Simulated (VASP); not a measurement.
ZnCd2SeS2, 6 atoms in the cell. The structure is trigonal, space group P3m1 (No. 156). The conventional cell has a = 4.132 Å, b = 4.132 Å, c = 10.253 Å, α = 90.00°, β = 90.00°, γ = 120.00°. Zn (site symmetry 3m) has 4 S at 2.35 to 2.48 Å as nearest neighbours. Cd (site symmetry 3m) is surrounded by 3 S at 2.55 Å and 1 Se at 2.66 Å. Cd (site symmetry 3m) is surrounded by 1 S at 2.56 Å and 3 Se at 2.63 Å. Around Se (site symmetry 3m) lie 4 Cd at 2.63 to 2.66 Å. S (site symmetry 3m) is surrounded by 3 Zn at 2.48 Å and 1 Cd at 2.56 Å. S (site symmetry 3m) has 1 Zn at 2.35 Å and 3 Cd at 2.55 Å as nearest neighbours. The cell was built by a generator and needn't be a form met in nature.

| Quantity | Value |
| --- | --- |
| Program | VASP 6.6.1 |
| Task | relaxation of cell and atoms |
| Functional | PBE |
| Potentials or basis | VASP PAW PBE potentials, release 64 (Zn, Cd, Se, S) |
| Cutoff | 520 eV |
| k mesh | 8 × 8 × 4 |
| Occupations | gaussian, width 0.03 eV |
| Spin | no spin polarisation |
| Further INCAR settings | ALGO = Normal; EDIFF = 1e-07; IBRION = 2; POTIM = 0.3; EDIFFG = -0.005; NSW = 60; ISIF = 3 |

Potentials or basis: VASP PAW PBE potentials, release 64 (Zn, Cd, Se, S).

Run with:

```bash
$ cat potpaw_PBE.64/Zn/POTCAR potpaw_PBE.64/Cd/POTCAR potpaw_PBE.64/Se/POTCAR potpaw_PBE.64/S/POTCAR > POTCAR
$ mpirun -np 4 vasp_std > vasp.out
```

Hardware: 4 MPI ranks on Intel(R) Xeon(R) Platinum 8259CL CPU @ 2.50GHz (Skylake/Cascade Lake), on a shared host.

**Question.** Estimate the wall time of this run.

**Answer.** It took 83 s on 4 MPI ranks on Intel(R) Xeon(R) Platinum 8259CL CPU @ 2.50GHz (Skylake/Cascade Lake) (shared host), peak memory 0.39 GiB a rank. Counts: scf iterations 17, k points 35, ion steps 1.
